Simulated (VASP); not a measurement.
Method: revTPSS meta-GGA, VASP's PBE PAW potentials (set 64) (plane waves; VASP).

A VASP calculation is set up with these files.

**POSCAR**
```
Se
1.0
  2.0440240241  -3.5403534499   0.0000000000
  2.0440240241   3.5403534499   0.0000000000
  0.0000000000   0.0000000000   5.0758695168
Se
3
Direct
  1.0000000000   0.2467083397   0.6666670000
  0.7532916603   0.7532916603   1.0000000000
  0.2467083397   1.0000000000   0.3333330000
```

File KPOINTS:
```
Automatic mesh
0
Gamma
6 6 4
0 0 0
```

**INCAR**
```
ALGO = Normal   # blocked Davidson
EDIFFG = -0.02
LASPH = .TRUE.   # aspherical one-centre terms
LMAXMIX = 4
LWAVE = .FALSE.
LMIXTAU = .TRUE.
NSW = 60   # most ionic steps
SYSTEM = Se
ISIF = 3
ENCUT = 520
SIGMA = 0.05   # width (eV)
PREC = Accurate
NELM = 100   # most electronic steps
LREAL = .FALSE.
METAGGA = RTPSS
EDIFF = 1E-6   # SCF stop (eV)
ISMEAR = 0   # Gaussian
IBRION = 2   # conjugate gradients
LCHARG = .FALSE.
```

POTCAR, in this order: Se (PBE.64 set). Program: vasp_std.

Output

### OSZICAR
```
...
DAV:   8     0.120711054451E+02    0.11736E-06   -0.21407E-07   322   0.453E-03
   6 F= 0.12071105E+02 E0= 0.12071105E+02  d E =-.195686E-01
       N       E                     dE             d eps       ncg     rms          rms(c)
DAV:   1     0.120571244991E+02   -0.13981E-01   -0.66683E-01   624   0.491E+00    0.541E-01
DAV:   2     0.120646973572E+02    0.75729E-02   -0.25778E-02   644   0.114E+00    0.311E-01
DAV:   3     0.120675368284E+02    0.28395E-02   -0.10348E-02   649   0.628E-01    0.841E-02
DAV:   4     0.120674403527E+02   -0.96476E-04   -0.69253E-04   709   0.224E-01    0.600E-02
DAV:   5     0.120675727950E+02    0.13244E-03   -0.29565E-04   624   0.170E-01    0.280E-02
DAV:   6     0.120673558634E+02   -0.21693E-03   -0.17540E-04   624   0.131E-01    0.956E-03
DAV:   7     0.120673307976E+02   -0.25066E-04   -0.16572E-05   664   0.412E-02    0.333E-03
DAV:   8     0.120673293801E+02   -0.14175E-05   -0.23005E-06   473   0.188E-02    0.243E-03
DAV:   9     0.120673279444E+02   -0.14357E-05   -0.92044E-07   437   0.110E-02    0.827E-04
DAV:  10     0.120673277128E+02   -0.23163E-06   -0.28721E-07   327   0.602E-03
   7 F= 0.12067328E+02 E0= 0.12067328E+02  d E =-.377773E-02
       N       E                     dE             d eps       ncg     rms          rms(c)
DAV:   1     0.120006757208E+02   -0.66652E-01   -0.41149E+00   624   0.121E+01    0.133E+00
DAV:   2     0.120481513852E+02    0.47476E-01   -0.16112E-01   644   0.282E+00    0.771E-01
DAV:   3     0.120655738265E+02    0.17422E-01   -0.61463E-02   654   0.152E+00    0.215E-01
DAV:   4     0.120651190337E+02   -0.45479E-03   -0.47108E-03   714   0.562E-01    0.142E-01
DAV:   5     0.120658095579E+02    0.69052E-03   -0.19354E-03   629   0.426E-01    0.682E-02
DAV:   6     0.120644215571E+02   -0.13880E-02   -0.10499E-03   634   0.312E-01    0.247E-02
DAV:   7     0.120642983964E+02   -0.12316E-03   -0.10404E-04   674   0.102E-01    0.826E-03
DAV:   8     0.120642741658E+02   -0.24231E-04   -0.16860E-05   659   0.494E-02    0.632E-03
DAV:   9     0.120642702901E+02   -0.38757E-05   -0.49795E-06   639   0.274E-02    0.190E-03
DAV:  10     0.120642677756E+02   -0.25145E-05   -0.21392E-06   467   0.172E-02    0.122E-03
DAV:  11     0.120642669362E+02   -0.83943E-06   -0.27047E-07   357   0.477E-03
   8 F= 0.12064267E+02 E0= 0.12064267E+02  d E =-.683851E-02
       N       E                     dE             d eps       ncg     rms          rms(c)
DAV:   1     0.120616334394E+02   -0.26343E-02   -0.17823E-01   624   0.253E+00    0.286E-01
DAV:   2     0.120624685054E+02    0.83507E-03   -0.74294E-03   694   0.610E-01    0.112E-01
DAV:   3     0.120625533787E+02    0.84873E-04   -0.86877E-04   719   0.201E-01    0.547E-02
DAV:   4     0.120626251601E+02    0.71781E-04   -0.28353E-04   699   0.118E-01    0.203E-02
DAV:   5     0.120626245263E+02   -0.63386E-06   -0.83569E-05   634   0.850E-02    0.123E-02
DAV:   6     0.120625926261E+02   -0.31900E-04   -0.40390E-05   634   0.607E-02    0.475E-03
DAV:   7     0.120625800830E+02   -0.12543E-04   -0.54364E-06   664   0.230E-02    0.150E-03
DAV:   8     0.120625805371E+02    0.45406E-06   -0.84368E-07   432   0.962E-03
   9 F= 0.12062581E+02 E0= 0.12062581E+02  d E =-.168640E-02
       N       E                     dE             d eps       ncg     rms          rms(c)
DAV:   1     0.120583102826E+02   -0.42698E-02   -0.50959E-01   624   0.427E+00    0.490E-01
DAV:   2     0.120607085166E+02    0.23982E-02   -0.21347E-02   694   0.103E+00    0.189E-01
DAV:   3     0.120609477279E+02    0.23921E-03   -0.24497E-03   719   0.337E-01    0.937E-02
DAV:   4     0.120611518438E+02    0.20412E-03   -0.82124E-04   699   0.199E-01    0.340E-02
DAV:   5     0.120611506731E+02   -0.11707E-05   -0.24101E-04   634   0.144E-01    0.206E-02
DAV:   6     0.120610534527E+02   -0.97220E-04   -0.11802E-04   634   0.103E-01    0.816E-03
DAV:   7     0.120610183662E+02   -0.35087E-04   -0.16476E-05   664   0.399E-02    0.254E-03
DAV:   8     0.120610181645E+02   -0.20165E-06   -0.23832E-06   557   0.162E-02
  10 F= 0.12061018E+02 E0= 0.12061018E+02  d E =-.324877E-02
       N       E                     dE             d eps       ncg     rms          rms(c)
DAV:   1     0.120604011024E+02   -0.61726E-03   -0.85917E-02   624   0.175E+00    0.200E-01
DAV:   2     0.120608108021E+02    0.40970E-03   -0.36201E-03   689   0.425E-01    0.769E-02
DAV:   3     0.120608494878E+02    0.38686E-04   -0.42122E-04   709   0.139E-01    0.379E-02
DAV:   4     0.120608840290E+02    0.34541E-04   -0.13448E-04   704   0.809E-02    0.141E-02
DAV:   5     0.120608842952E+02    0.26624E-06   -0.40435E-05   629   0.591E-02    0.847E-03
DAV:   6     0.120608707908E+02   -0.13504E-04   -0.21118E-05   624   0.438E-02    0.339E-03
DAV:   7     0.120608628315E+02   -0.79592E-05   -0.30344E-06   605   0.173E-02    0.105E-03
DAV:   8     0.120608632585E+02    0.42700E-06   -0.40115E-07   352   0.656E-03
  11 F= 0.12060863E+02 E0= 0.12060863E+02  d E =-.340368E-02
       N       E                     dE             d eps       ncg     rms          rms(c)
DAV:   1     0.120607146462E+02   -0.14819E-03   -0.21652E-03   624   0.302E-01    0.234E-02
DAV:   2     0.120607113580E+02   -0.32882E-05   -0.98389E-05   744   0.694E-02    0.122E-02
DAV:   3     0.120607136131E+02    0.22551E-05   -0.81548E-06   659   0.197E-02    0.453E-03
DAV:   4     0.120607139821E+02    0.36898E-06   -0.17834E-06   332   0.991E-03
  12 F= 0.12060714E+02 E0= 0.12060714E+02  d E =-.149276E-03
       N       E                     dE             d eps       ncg     rms          rms(c)
DAV:   1     0.120604047652E+02   -0.30885E-03   -0.19590E-02   624   0.907E-01    0.706E-02
DAV:   2     0.120603741048E+02   -0.30660E-04   -0.89433E-04   744   0.210E-01    0.367E-02
DAV:   3     0.120603907457E+02    0.16641E-04   -0.77131E-05   664   0.621E-02    0.138E-02
DAV:   4     0.120603936981E+02    0.29523E-05   -0.20053E-05   719   0.325E-02    0.917E-03
DAV:   5     0.120603976889E+02    0.39909E-05   -0.79366E-06   639   0.270E-02    0.369E-03
DAV:   6     0.120603893500E+02   -0.83389E-05   -0.31681E-06   618   0.173E-02    0.691E-04
DAV:   7     0.120603892180E+02   -0.13195E-06   -0.13735E-07   337   0.382E-03
  13 F= 0.12060389E+02 E0= 0.12060389E+02  d E =-.474041E-03
       N       E                     dE             d eps       ncg     rms          rms(c)
DAV:   1     0.120603852294E+02   -0.41205E-05   -0.78592E-02   624   0.182E+00    0.141E-01
DAV:   2     0.120602393360E+02   -0.14589E-03   -0.35808E-03   734   0.419E-01    0.740E-02
DAV:   3     0.120603135460E+02    0.74210E-04   -0.29906E-04   659   0.120E-01    0.272E-02
DAV:   4     0.120603266708E+02    0.13125E-04   -0.73023E-05   724   0.605E-02    0.180E-02
DAV:   5     0.120603418736E+02    0.15203E-04   -0.27382E-05   629   0.491E-02    0.640E-03
DAV:   6     0.120603146412E+02   -0.27232E-04   -0.11204E-05   634   0.312E-02    0.128E-03
DAV:   7     0.120603145309E+02   -0.11032E-06   -0.42164E-07   362   0.642E-03
  14 F= 0.12060315E+02 E0= 0.12060315E+02  d E =-.548728E-03
       N       E                     dE             d eps       ncg     rms          rms(c)
DAV:   1     0.120602649434E+02   -0.49698E-04   -0.12207E-02   624   0.715E-01    0.558E-02
DAV:   2     0.120602414534E+02   -0.23490E-04   -0.56107E-04   734   0.166E-01    0.295E-02
DAV:   3     0.120602516093E+02    0.10156E-04   -0.45591E-05   659   0.472E-02    0.109E-02
DAV:   4     0.120602546772E+02    0.30679E-05   -0.12601E-05   704   0.250E-02    0.702E-03
DAV:   5     0.120602579854E+02    0.33082E-05   -0.46345E-06   629   0.204E-02    0.270E-03
DAV:   6     0.120602543626E+02   -0.36228E-05   -0.19439E-06   442   0.139E-02    0.464E-04
DAV:   7     0.120602539985E+02   -0.36403E-06   -0.11499E-07   327   0.333E-03
  15 F= 0.12060254E+02 E0= 0.12060254E+02  d E =-.609260E-03
```

### OUTCAR
```
------------------------ aborting loop because EDIFF is reached ----------------------------------------
  FORCE on cell =-STRESS in cart. coord.  units (eV):
  Direction    XX          YY          ZZ          XY          YZ          ZX
  --------------------------------------------------------------------------------------
  Total       -0.0481151     -0.0481151     -0.0561495      0.0000000      0.0000000      0.0000000
  in kB       -0.9340149     -0.9340149     -1.0899787      0.0000000      0.0000000      0.0000000
  external PRESSURE =      -0.9860028 kB  Pullay stress =       0.0000000 kB
  volume of cell :       82.54
      direct lattice vectors                 reciprocal lattice vectors
     2.173102271 -3.763923529  0.000000000     0.230085812 -0.132840106  0.000000000
     2.173102271  3.763923529 -0.000000000     0.230085812  0.132840106 -0.000000000
     0.000000000  0.000000000  5.045304739     0.000000000  0.000000000  0.198204083
 POSITION                                       TOTAL-FORCE (eV/Angst)
 -----------------------------------------------------------------------------------
      0.49507      0.85748      3.36354        -0.005962     -0.010326      0.000000
      3.35607      0.00000      0.00000         0.011924     -0.000000      0.000000
      0.49507     -0.85748      1.68177        -0.005962      0.010326     -0.000000
 -----------------------------------------------------------------------------------
    total drift:                               -0.000212     -0.000439      0.000008
  FREE ENERGIE OF THE ION-ELECTRON SYSTEM (eV)
  ---------------------------------------------------
  free  energy   TOTEN  =        12.0602539985 eV

  energy  without entropy=       12.0602539985  energy(sigma->0) =       12.06025400

 reached required accuracy - stopping structural energy minimisation
```
(Selected blocks of OUTCAR.)

File CONTCAR:
```
Se
   1.00000000000000
     2.1731022707018544   -3.7639235288870356    0.0000000000000000
     2.1731022707018544    3.7639235288870356   -0.0000000000000000
     0.0000000000000000    0.0000000000000000    5.0453047389617955
  Se
     3
Direct
     0.0000000000009737    0.2278154047401186    0.6666669999999968
     0.7721845952589079    0.7721845952589079    0.0000000000000000
     0.2278154047401186    0.0000000000009737    0.3333330000000032
```

Energy and stress use the plane-wave basis of the starting cell. Without a dispersion term in the relaxation, distances and binding between the weakly bound layers, chains or molecules are unreliable, and so is what depends on them.

The compound is Se in the trig structure. This run relaxes it. Symmetry was kept, so distortions that lower it aren't found. The start is the result of an earlier pass.
